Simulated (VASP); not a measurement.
Energy against volume of Ba (bcc). The numbers are results of PBE GGA with D3 dispersion (Becke-Johnson damping), VASP's PBE PAW potentials (set 64) (plane waves; VASP), not measurements. Numerical set-up: 520 eV cut-off, 10×10×10 Γ-centred mesh, first-order Methfessel-Paxton smearing of 0.10 eV, potentials Ba_sv.

```json
[
 {"V (Å³/atom)": "56.683", "E (eV/atom)": "-2.10255"},
 {"V (Å³/atom)": "58.492", "E (eV/atom)": "-2.10732"},
 {"V (Å³/atom)": "60.302", "E (eV/atom)": "-2.10858"},
 {"V (Å³/atom)": "62.111", "E (eV/atom)": "-2.10685"}
]
```

Task: Fit these four points and predict the energy of the run at 63.920 Å³/atom.

Result: A cubic in V^(−2/3), the third-order Birch-Murnaghan form, passes through the four points with V0 = 60.11 Å³/atom and B0 = 9 GPa, and gives -2.1026 eV/atom there. The run gave -2.1025 eV/atom, +0.1 meV/atom from the fit; all five points give B0 = 9 GPa.

The compound is Ba in the bcc structure. It was relaxed first.
